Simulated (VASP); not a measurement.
The system is Al2SiF2.

```
Al Si F
1.0
     2.98053    0.00000    0.00000
    -1.49027    2.58122    0.00000
     0.00000    0.00000   18.01509
Al Si F
4 2 4
Direct
  0.00000 0.00000 0.35930
  0.00000 0.00000 0.14070
  0.00000 0.00000 0.85930
  0.00000 0.00000 0.64070
  0.33333 0.66667 0.25000
  0.66667 0.33333 0.75000
  0.66667 0.33333 0.42634
  0.66667 0.33333 0.07366
  0.33333 0.66667 0.92634
  0.33333 0.66667 0.57366
```

The cell was built by a generator and needn't be a form met in nature.

* Program: VASP 6.6.1
* Task: relaxation of cell and atoms
* Functional: PBE
* Potentials or basis: VASP PAW PBE potentials, release 64 (Al, Si, F)
* Cutoff: 520 eV
* k mesh: 12 × 12 × 2
* Occupations: gaussian, width 0.1 eV
* Spin: no spin polarisation

At the start: pressure 0.5 GPa; volume 13.86 Å³/atom.

**Question.** Where does the relaxation end?

**Answer.** Over 29 steps the energy falls by 2.0 meV/atom and the volume is 14.38 Å³/atom (+3.8 %); space group P6_3/mmc (No. 194, to 0.05 Å).

Step by step:
```csv
step,energy change (eV),largest force (eV/Å),pressure (GPa),volume (Å³)
1,0.0000,0.0069,0.49,138.60
2,-0.0026,0.0362,0.17,139.11
3,-0.0039,0.0790,-0.28,139.89
4,-0.0055,0.0522,-0.17,139.84
5,-0.0066,0.1019,0.06,139.74
6,-0.0080,0.0734,0.06,139.78
7,-0.0094,0.0761,0.06,139.90
8,-0.0108,0.0592,0.15,140.06
9,-0.0135,0.0271,0.38,140.54
10,-0.0162,0.0402,0.02,141.57
11,-0.0170,0.0615,-0.23,142.29
12,-0.0187,0.0232,-0.15,142.72
13,-0.0190,0.0412,-0.10,142.95
14,-0.0194,0.0092,0.02,142.82
15,-0.0194,0.0041,0.04,142.80
16,-0.0195,0.0115,0.00,142.87
17,-0.0196,0.0208,-0.04,142.92
18,-0.0197,0.0151,-0.01,142.92
19,-0.0197,0.0130,0.06,142.91
20,-0.0197,0.0079,0.04,142.91
21,-0.0198,0.0079,0.02,142.97
22,-0.0198,0.0085,-0.02,143.14
23,-0.0198,0.0151,-0.12,143.48
24,-0.0198,0.0107,-0.05,143.25
25,-0.0199,0.0098,-0.05,143.27
26,-0.0199,0.0084,-0.04,143.32
27,-0.0200,0.0101,-0.01,143.42
28,-0.0201,0.0131,0.05,143.63
29,-0.0202,0.0045,0.00,143.82
```

Final structure:
```
Al Si F
1.0
     2.97507    0.00000    0.00000
    -1.48754    2.57649    0.00000
     0.00000    0.00000   18.76213
Al Si F
4 2 4
Cartesian
  0.0000 0.0000 6.6701
  0.0000 0.0000 2.7110
  0.0000 0.0000 16.0511
  0.0000 0.0000 12.0921
  0.0000 1.7177 4.6905
  1.4875 0.8588 14.0716
  1.4875 0.8588 7.8852
  1.4875 0.8588 1.4959
  0.0000 1.7177 17.2663
  0.0000 1.7177 10.8769
```
